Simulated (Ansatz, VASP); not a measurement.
# Cross-check of AlFe2Si2 between VASP and Ansatz

Aim: how closely do two programs agree when they are given the same cell, functional and k mesh? The cell is invented: As first built, before any earlier steps moved the atoms (in the runner's words): it takes the YFe2Si2 structure with some of its atoms replaced by other elements, volume scaled by an estimate. It may not be a known or stable phase. The cell is taken from a series of VASP runs on this material, whose earlier steps may have relaxed, scaled or displaced it; both programs get it as it stands.

Method: plane waves, with VASP 6.6.1 beside it; relaxation of cell and atoms at PBE, in Ansatz 0.2.0.

## (1) Starting point

It takes space group I4/mmm (No. 139, tetragonal). Conventional cell: a = 3.895 Å, b = 3.895 Å, c = 8.890 Å, α = 90.00°, β = 90.00°, γ = 90.00°. Nearest to Fe lie 4 Si at 2.23 Å and 4 Fe at 2.75 Å and 4 Al at 2.96 Å. Si has 4 Fe at 2.23 Å and 1 Si at 2.27 Å and 4 Al at 2.98 Å nearest. Nearest to Al lie 8 Fe at 2.96 Å and 8 Si at 2.98 Å. As first built, before any earlier steps moved the atoms (in the runner's words): sites of the YFe2Si2 structure (space group 139) filled with other elements, volume scaled by an estimate. Farther neighbours are not listed.

As a file:

```cif
data_structure
_symmetry_space_group_name_H-M 'I4/mmm'
_symmetry_Int_Tables_number 139
_cell_length_a 3.8955
_cell_length_b 3.8955
_cell_length_c 8.8899
_cell_angle_alpha 90.000
_cell_angle_beta 90.000
_cell_angle_gamma 90.000
_cell_volume 134.90
loop_
_atom_site_label
_atom_site_type_symbol
_atom_site_symmetry_multiplicity
_atom_site_Wyckoff_symbol
_atom_site_fract_x
_atom_site_fract_y
_atom_site_fract_z
_atom_site_occupancy
Fe1 Fe 4 d 0.00000 0.50000 0.25000 1
Si1 Si 4 e 0.50000 0.50000 0.12744 1
Al1 Al 2 a 0.00000 0.00000 0.00000 1
```

## (2) VASP: relaxation of cell and atoms, PBE

The relaxed volume is the usual yardstick between codes: its relative difference is about their pressure difference at one cell divided by the bulk modulus.

Lines of VASP's logs that name or quote its potential files are left out, and so is its time.

Input file INCAR:

```
SYSTEM = AlFe2Si2
PREC = Accurate
ENCUT = 400
EDIFF = 1E-06
NELM = 100
ISMEAR = -1
SIGMA = 0.05
LREAL = .FALSE.
ALGO = Normal
GGA = PE
NBANDS = 22
ISPIN = 2
MAGMOM = 3 3 0 0 0
LMAXMIX = 4
LORBIT = 11
LWAVE = .FALSE.
LCHARG = .FALSE.
KPAR = 2
IBRION = 2
NSW = 60
ISIF = 3
EDIFFG = -0.01
```

Input file POSCAR:

```
AlFe2Si2
1.0
   -1.9477327547      1.9477327547      4.4449326578
    1.9477327547     -1.9477327547      4.4449326578
    1.9477327547      1.9477327547     -4.4449326578
Fe Si Al
2 2 1
Direct
    0.7500000000      0.2500000000      0.5000000000
    0.2500000000      0.7500000000      0.5000000000
    0.6274438417      0.6274438417      0.0000000000
    0.3725561583      0.3725561583      0.0000000000
    0.0000000000      0.0000000000      0.0000000000
```

Input file KPOINTS:

```
Automatic mesh
0
Gamma
8 8 8
0 0 0
```

Potentials, in the order of the species: Fe, Si and Al (PBE family, release 64).

Run with:

```sh
$ mpirun -np 2 vasp_std
```

Numbers of over 12 decimals in the logs are rounded to 6 here.

Output:

```text
[banner, memory and clock lines left out]
running    2 mpi-ranks, on    1 nodes
 distrk:  each k-point on    1 cores,    2 groups
 distr:  one band on    1 cores,    1 groups

 POSCAR found type information on POSCAR FeSiAl
 POSCAR found :  3 types and       5 ions
 LDA part: xc-table for (Slater+PW92), standard interpolation
 POSCAR, INCAR and KPOINTS ok, starting setup
 FFT: planning ... GRIDC
 FFT: planning ... GRID_SOFT
 FFT: planning ... GRID
 WAVECAR not read
 entering main loop
       N       E                     dE             d eps       ncg     rms          rms(c)
DAV:   1     0.132110165320E+03    0.13211E+03   -0.89426E+03  5192   0.970E+02
DAV:   2    -0.260546135379E+02   -0.15816E+03   -0.14844E+03  5192   0.248E+02
DAV:   3    -0.344404051202E+02   -0.83858E+01   -0.80434E+01  6582   0.667E+01
DAV:   4    -0.347491235476E+02   -0.30872E+00   -0.30771E+00  6626   0.123E+01
DAV:   5    -0.347613576098E+02   -0.12234E-01   -0.12230E-01  6834   0.239E+00    0.233E+01
DAV:   6    -0.451014973263E+02   -0.10340E+02   -0.91341E+01  7170   0.137E+02    0.366E+01
DAV:   7    -0.313162478252E+02    0.13785E+02   -0.54627E+01  6706   0.108E+02    0.640E+00
DAV:   8    -0.315689054133E+02   -0.25266E+00   -0.30314E+00  6360   0.924E+00    0.317E+00
DAV:   9    -0.315247941038E+02    0.44111E-01   -0.36465E-01  7492   0.625E+00    0.158E+00
DAV:  10    -0.315280479323E+02   -0.32538E-02   -0.33478E-02  7012   0.149E+00    0.954E-01
DAV:  11    -0.315300564019E+02   -0.20085E-02   -0.49694E-03  8280   0.644E-01    0.435E-01
DAV:  12    -0.315314940311E+02   -0.14376E-02   -0.36877E-03  8180   0.605E-01    0.183E-01
DAV:  13    -0.315318678001E+02   -0.37377E-03   -0.82240E-04  8304   0.273E-01    0.841E-02
DAV:  14    -0.315319950114E+02   -0.12721E-03   -0.18067E-04  8248   0.132E-01    0.821E-02
DAV:  15    -0.315321082787E+02   -0.11327E-03   -0.25058E-04  8220   0.176E-01    0.532E-02
DAV:  16    -0.315321765945E+02   -0.68316E-04   -0.22683E-04  8214   0.162E-01    0.377E-02
DAV:  17    -0.315322148204E+02   -0.38226E-04   -0.19037E-04  8232   0.152E-01    0.152E-02
DAV:  18    -0.315322293269E+02   -0.14506E-04   -0.89776E-05  8322   0.101E-01    0.977E-03
DAV:  19    -0.315322331382E+02   -0.38113E-05   -0.25878E-05  8214   0.544E-02    0.356E-03
DAV:  20    -0.315322340952E+02   -0.95693E-06   -0.11132E-06  3180   0.112E-02
   1 F= -.31532234E+02 E0= -.31513408E+02  d E =-.315322E+02  mag=    -0.0000
[...]
2 F= -.31532286E+02 E0= -.31513526E+02  d E =-.520682E-04  mag=    -0.0000
[...]
3 F= -.31532286E+02 E0= -.31513527E+02  d E =-.520793E-04  mag=    -0.0000
[...]
4 F= -.31532305E+02 E0= -.31513596E+02  d E =-.185767E-04  mag=    -0.0000
[...]
5 F= -.31532304E+02 E0= -.31513588E+02  d E =-.181570E-04  mag=    -0.0000
 curvature:   0.07 expect dE= 0.392E-05 dE for cont linesearch  0.153E-07
 trial: gam= 0.58898 g(F)=  0.380E-04 g(S)=  0.221E-04 ort = 0.545E-05 (trialstep = 0.768E+00)
 search vector abs. value=  0.110E-03
 bond charge predicted
       N       E                     dE             d eps       ncg     rms          rms(c)
DAV:   1    -0.315323645694E+02   -0.60216E-04   -0.13717E-03  5880   0.354E-01    0.600E-02
DAV:   2    -0.315324777087E+02   -0.11314E-03   -0.97257E-04  7576   0.430E-01    0.111E-01
DAV:   3    -0.315323270343E+02    0.15067E-03   -0.55499E-04  7184   0.328E-01    0.158E-02
DAV:   4    -0.315323265155E+02    0.51876E-06   -0.18103E-05  6254   0.316E-02    0.480E-03
DAV:   5    -0.315323265363E+02   -0.20711E-07   -0.83869E-07  3022   0.118E-02
   6 F= -.31532327E+02 E0= -.31513658E+02  d E =-.222049E-04  mag=    -0.0000
 trial-energy change:   -0.000022  1 .order   -0.000021   -0.000049    0.000007
 step:   0.6753(harm=  0.6753)  dis= 0.00093  next Energy=   -31.532326 (dE=-0.214E-04)
 reached required accuracy - stopping structural energy minimisation
```

OUTCAR, selected parts (step 2):

```text
ion  position               nearest neighbor table
   1  0.750  0.250  0.500-   4 2.23   3 2.23   4 2.23   3 2.23   2 2.75   2 2.75   2 2.75   2 2.75
                             5 2.96   5 2.96   5 2.96   5 2.96
   2  0.250  0.750  0.500-   4 2.23   3 2.23   4 2.23   3 2.23   1 2.75   1 2.75   1 2.75   1 2.75
                             5 2.96   5 2.96   5 2.96   5 2.96
   3  0.627  0.627  0.000-   2 2.23   1 2.23   1 2.23   2 2.23   4 2.27   5 2.98   5 2.98   5 2.98
                             5 2.98
   4  0.373  0.373  0.000-   1 2.23   2 2.23   2 2.23   1 2.23   3 2.27   5 2.98   5 2.98   5 2.98
                             5 2.98
   5  0.000  0.000  0.000-   1 2.96   2 2.96   1 2.96   2 2.96   1 2.96   2 2.96   1 2.96   2 2.96
                             3 2.98   4 2.98   3 2.98   4 2.98   3 2.98   4 2.98   3 2.98   4 2.98

  LATTYP: Found a body centered tetragonal cell.
 ALAT       =     3.8954655094
 C/A-ratio  =     2.2821060266

 Subroutine GETGRP returns: Found 16 space group operations
 (whereof 16 operations were pure point group operations)

The static configuration has the point symmetry D_4h.

 Found     59 irreducible k-points:

   k-points           NKPTS =     59   k-points in BZ     NKDIM =     59   number of bands    NBANDS=     22

   dimension x,y,z NGX =    36 NGY =   36 NGZ =   36
   dimension x,y,z NGXF=    72 NGYF=   72 NGZF=   72

   ENCUT  =  400.0 eV  29.40 Ry    5.42 a.u.   8.53  8.53  8.53*2*pi/ulx,y,z

   NELECT =      27.0000    total number of electrons

 k-points in reciprocal lattice and weights: Automatic mesh
   0.00000000  0.00000000  0.00000000       0.002
   0.12500000  0.00000000  0.00000000       0.016
   0.25000000  0.00000000  0.00000000       0.016
   0.37500000  0.00000000  0.00000000       0.016
   0.50000000  0.00000000  0.00000000       0.008
   0.12500000  0.12500000  0.00000000       0.016
   0.25000000  0.12500000  0.00000000       0.031
   0.37500000  0.12500000  0.00000000       0.031
   0.50000000  0.12500000  0.00000000       0.031
[...]
-0.37500000 -0.37500000  0.37500000       0.004
   0.50000000  0.50000000  0.50000000       0.002

 average (electrostatic) potential at core
       1 -41.0357       2 -41.0357       3 -80.8519       4 -80.8519       5 -73.6147

 E-fermi :   7.9028

 spin component 1
 k-point     1 :       0.0000    0.0000    0.0000
  band No.  band energies     occupation
    ...
      8       6.3697      1.00000
      9       6.4327      1.00000
     10       6.4327      1.00000
     11       7.4132      0.99994
     12       7.7273      0.97101
     13       8.1712      0.00465
     14       8.1712      0.00465
     15       8.5704      0.00000
     16       8.9252      0.00000
     17       9.8647      0.00000
    ...

 k-point     2 :       0.1250    0.0000    0.0000
  band No.  band energies     occupation
    ...
      9       6.2972      1.00000
     10       6.7220      1.00000
     11       7.3298      0.99999
     12       7.6277      0.99594
     13       7.8099      0.86510
     14       7.9427      0.31060
     15       8.9343      0.00000
     16       8.9692      0.00000
     17       9.2255      0.00000
     18      10.0646      0.00000
    ...

 k-point     3 :       0.2500    0.0000    0.0000
  band No.  band energies     occupation
    ...
      9       6.0016      1.00000
     10       7.0378      1.00000
     11       7.2131      1.00000
     12       7.3670      0.99998
     13       7.3736      0.99997
     14       7.9064      0.48199
     15       8.7484      0.00000
     16       9.2991      0.00000
     17       9.6754      0.00000
     18      10.7364      0.00000
    ...

 k-point     4 :       0.3750    0.0000    0.0000
  band No.  band energies     occupation
    ...
      9       5.9062      1.00000
     10       6.8041      1.00000
     11       6.8733      1.00000
     12       6.9031      1.00000
     13       7.3345      0.99999
     14       7.9719      0.20076
     15       9.0910      0.00000
     16       9.5190      0.00000
     17      10.5284      0.00000
     18      10.7830      0.00000
    ...

 k-point     5 :       0.5000    0.0000    0.0000
  band No.  band energies     occupation
    ...
      9       6.2501      1.00000
     10       6.4810      1.00000
     11       6.5937      1.00000
     12       6.6096      1.00000
     13       7.3454      0.99999
     14       7.9819      0.17064
     15       9.4002      0.00000
     16       9.6877      0.00000
     17      10.3814      0.00000
     18      11.1473      0.00000
    ...

 k-point     6 :       0.1250    0.1250    0.0000
  band No.  band energies     occupation
    ...
      9       6.2299      1.00000
     10       6.9211      1.00000
     11       7.1731      1.00000
     12       7.5497      0.99914
     13       7.6173      0.99670
     14       8.0061      0.11253
     15       8.6080      0.00000
     16       9.3094      0.00000
     17       9.3104      0.00000
     18      10.6610      0.00000
    ...

  Total        0.0085396      0.0085396     -0.0077210      0.0000000      0.0000000     -0.0000000
  in kB        0.2028617      0.2028617     -0.1834146      0.0000000      0.0000000     -0.0000000
  external PRESSURE =       0.0741029 kB  Pullay stress =       0.0000000 kB

  energy-cutoff  :      400.00
  volume of cell :       67.45
      direct lattice vectors                 reciprocal lattice vectors
    -1.949242980  1.949242980  4.437701223     0.000000000  0.256509838  0.112670947
     1.949242980 -1.949242980  4.437701223     0.256509838  0.000000000  0.112670947
     1.949242980  1.949242980 -4.437701223     0.256509838  0.256509838  0.000000000

 POSITION                                       TOTAL-FORCE (eV/Angst)
 -----------------------------------------------------------------------------------
     -0.00000      1.94924      2.21885         0.000000      0.000000     -0.000000
      1.94924     -0.00000      2.21885         0.000000      0.000000     -0.000000
      0.00000      0.00000      5.56996        -0.000000     -0.000000     -0.005103
      0.00000      0.00000      3.30544        -0.000000     -0.000000      0.005103
      0.00000      0.00000      0.00000         0.000000      0.000000     -0.000000
 -----------------------------------------------------------------------------------
    total drift:                               -0.000000     -0.000000     -0.000000

  FREE ENERGIE OF THE ION-ELECTRON SYSTEM (eV)
  ---------------------------------------------------
  free  energy   TOTEN  =       -31.5323265363 eV

  energy  without entropy=      -31.4949899335  energy(sigma->0) =      -31.51365823

 reached required accuracy - stopping structural energy minimisation

 total charge
# of ion       s       p       d       tot
------------------------------------------
    1        0.458   0.553   6.582   7.593
    2        0.458   0.553   6.582   7.593
    3        0.781   0.965   0.000   1.746
    4        0.781   0.965   0.000   1.746
    5        0.379   0.261   0.000   0.640
--------------------------------------------------
tot          2.857   3.298  13.165  19.320

 magnetization (x)
# of ion       s       p       d       tot
------------------------------------------
    1       -0.000  -0.000  -0.000  -0.000
    2       -0.000  -0.000  -0.000  -0.000
    3        0.000   0.000   0.000   0.000
    4        0.000   0.000   0.000   0.000
    5       -0.000  -0.000   0.000  -0.000
--------------------------------------------------
tot         -0.000   0.000  -0.000  -0.000

[... 4 further parts left out ...]
```

CONTCAR:

```
AlFe2Si2
   1.00000000000000
    -1.9492429797363457    1.9492429797363457    4.4377012229899666
     1.9492429797363457   -1.9492429797363457    4.4377012229899666
     1.9492429797363457    1.9492429797363457   -4.4377012229899666
  Fe              Si              Al
     2     2     1
Direct
     0.7500000000000000    0.2500000000000000    0.5000000000000000
     0.2500000000000000    0.7500000000000000    0.5000000000000000
     0.6275732250453567    0.6275732250453567    0.0000000000000000
     0.3724267749546433    0.3724267749546433    0.0000000000000000
     0.0000000000000000    0.0000000000000000    0.0000000000000000
```

The moments of VASP's start collapse, so its state is non-magnetic. LASPH is off, so gradient terms of the non-spherical density inside the spheres are left out; for open d or f shells this can shift gaps and moments. The run keeps the 16 symmetry operations of its start, so it cannot find a distortion of lower symmetry.

[end of part 1 of 2]

[Lines on the potential files, build, host, timing and source positions are cut from VASP's logs without a mark.]

[Logs are printed without paths, hosts, clocks, repeated set-up lines and the standing remarks that a program may print on its own settings, such as how far it seeks lower states.]

[Hosts, paths, dates, database ids (printed as entryN), source tags and the programs' standing remarks are cut or masked in the printed files.]
